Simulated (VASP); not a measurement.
Runs of VASP 6.6.1 on ZnRe2. It takes space group Fm-3m (No. 225, cubic). Conventional cell: a = 5.753 Å, b = 5.753 Å, c = 5.753 Å, α = 90.00°, β = 90.00°, γ = 90.00°. Around Zn (site symmetry m-3m) lie 8 Re at 2.49 Å. Re (site symmetry -43m) is surrounded by 4 Zn at 2.49 Å. The cell was built by a generator and needn't be a form met in nature.

| task | level | cell | k mesh | cutoff (eV) | ions in elastic constants | gap on the mesh (eV) | pressure (GPa) | relaxed volume (Å³/atom) |
| --- | --- | --- | --- | --- | --- | --- | --- | --- |
| relaxation of cell and atoms | r2SCAN+D4 | relaxed | 8 × 8 × 8 | 600 | - | none | 0.0 | 15.74 |
| relaxation of cell and atoms | r2SCAN | relaxed | 8 × 8 × 8 | 600 | - | none | 0.0 | 15.85 |
| relaxation of cell and atoms | revTPSS | relaxed | 8 × 8 × 8 | 600 | - | none | -0.1 | (a) |
| relaxation of the atoms | r2SCAN | atoms relaxed from: atoms moved at random, drawn with an rms of 0.02 Å | 6 × 6 × 6 | 520 | - | none | 0.0 | - |

Alike in all rows: potentials or basis VASP PAW PBE potentials, release 64 (Zn, Re); no spin polarisation; smearing methfessel-paxton 0.1 eV.

Task: Fill in the values left out.

Result: (a) 15.56.

Caveats: the PAW data sets were made with another functional, which shifts forces and pressure a little; pairwise dispersion overbinds metals, which lowers pressure and volume (some runs).

A k mesh can miss the band edges, and the runs leave out spin-orbit coupling on Re.

A gap of «none» marks a metal or a gap under the smearing width.
